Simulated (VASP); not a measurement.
**Equation of state of Cr3Cu under PBE**

```
Cu Cr
1.0
     3.60192    0.00000    0.00000
     0.00000    3.60192    0.00000
     0.00000    0.00000    3.60192
Cu Cr
1 3
Direct
  0.00000 0.00000 0.00000
  0.50000 0.50000 0.00000
  0.50000 0.00000 0.50000
  0.00000 0.50000 0.50000
```

The cell comes from a database or a generator and needn't be the stable form of this composition.

The cell was scaled at fixed shape and fractions and run with VASP, PBE PAW files Cr_pv, Cu, 520 eV; PBE, k mesh 7 × 7 × 7 on the cell of 4 atoms, fermi-dirac occupations of 0.05 eV, collinear spin, ferromagnetic start, no spin-orbit coupling. Energies are those that the program minimises, any entropy of the smearing included. For a metal such a mesh isn't converged to the digits shown. The magnetic state is the one that the start led to, which needn't be the lowest.

```csv
V (Å³/atom),energy over the lowest row (meV/atom)
10.9817,29.12
11.2153,?
11.4490,2.25
11.6827,0.00
11.9163,4.19
12.1500,14.15
12.3836,29.28
```

Problem. Fit the third-order Birch-Murnaghan form, give V0, B0 and B′, and predict the energy left open.

Solution. With y = (V0/V)^(2/3), E = E0 + (9 V0 B0/16) [(y - 1)³ B′ + (y - 1)² (6 - 4y)]. Least squares through the rows shown give V0 = 11.6435 Å³/atom, E0 = -0.09 meV, B0 = 223.8 GPa (1 eV/Å³ = 160.218 GPa) and B′ = 4.45, with a largest miss of 0.01 meV. At V = 11.2153 the form with these constants gives 11.68 meV; the run gave 11.67 meV an atom.
